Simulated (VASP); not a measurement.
A convergence study with VASP on Li₂O (antifluorite): one setting is varied, all else stays as given below, so the limit is that of these other settings. Each run relaxes cell and ions; the cell shown is the tightest run's result.

```yaml
crystal:
  lattice:
    - [0.00000, 2.30905, 2.30905]
    - [2.30905, 0.00000, 2.30905]
    - [2.30905, 2.30905, 0.00000]
  atoms:
    - { symbol: Li, position: [0.25000, 0.25000, 0.25000] }
    - { symbol: Li, position: [0.75000, 0.75000, 0.75000] }
    - { symbol: O, position: [0.00000, 0.00000, 0.00000] }
```

All values below come from PBE GGA, VASP's PBE PAW potentials (set 64) (plane waves; VASP). The tightest run used: 700 eV cut-off, 12×12×12 Γ-centred mesh, Gaussian smearing of 0.050 eV, potentials Li_sv O.

The reference is 12×12×12 mesh, which took about 60 core-seconds. Times come from single runs on busy shared machines, so they are rough: good to a factor of about 2.

**Question.** Of the settings 2×2×2 mesh; 4×4×4 mesh; 5×5×5 mesh; 6×6×6 mesh; 7×7×7 mesh; 8×8×8 mesh; 9×9×9 mesh; 10×10×10 mesh; 11×11×11 mesh; 12×12×12 mesh, which is the lowest that keeps the difference from the reference in relaxed volume (Å³/atom) within 0.05 from there on, and what does it cost?

**Answer.** 4×4×4 mesh; its cost over the reference is about 1/4.
| setting | difference in relaxed volume (Å³/atom) | cost over the reference |
|---|---|---|
| 2×2×2 mesh | 0.238 | about 1/6 |
| 4×4×4 mesh | 0.001 | about 1/4 |
| 5×5×5 mesh | 0.000 | about 1/4 |
| 6×6×6 mesh | 0.000 | about 1/3 |
| 7×7×7 mesh | 0.000 | about 1/3 |
| 8×8×8 mesh | 0.000 | about 1/2 |
| 9×9×9 mesh | 0.000 | within a factor of 2 |
| 10×10×10 mesh | 0.000 | within a factor of 2 |
| 11×11×11 mesh | 0.000 | within a factor of 2 |
| 12×12×12 mesh | 0.000 | reference |

Left out are rungs that failed or repeat a setting and relaxations that didn't move; long series are thinned to 24 rows.

The compound is Li2O in the antifluorite structure.
